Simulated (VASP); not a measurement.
Input:

```
MgB2
1.0
    1.54030    -2.66788     0.00000
    1.54030     2.66788     0.00000
    0.00000     0.00000     3.47991
Mg B
1 2
Direct
  0.00000   0.00000   0.00000
  0.33333   0.66667   0.50000
  0.66667   0.33333   0.50000
```

Computed with optB86b-vdW, VASP's PBE PAW potentials (set 64) (plane waves; VASP). Settings: 520 eV cut-off, Gaussian smearing of 0.050 eV, potentials Mg B.

Task: Predict the band gap (along the path) with the smallest direct gap where there is one.

Result: 
```json
{
  "band gap (along the path)": "none (metal, semimetal or under 0.01 eV)"
}
```

Total energies compare only between runs with the same potentials, cut-off and functional.

The compound is MgB2 in the AlB2 type structure. It was relaxed first.
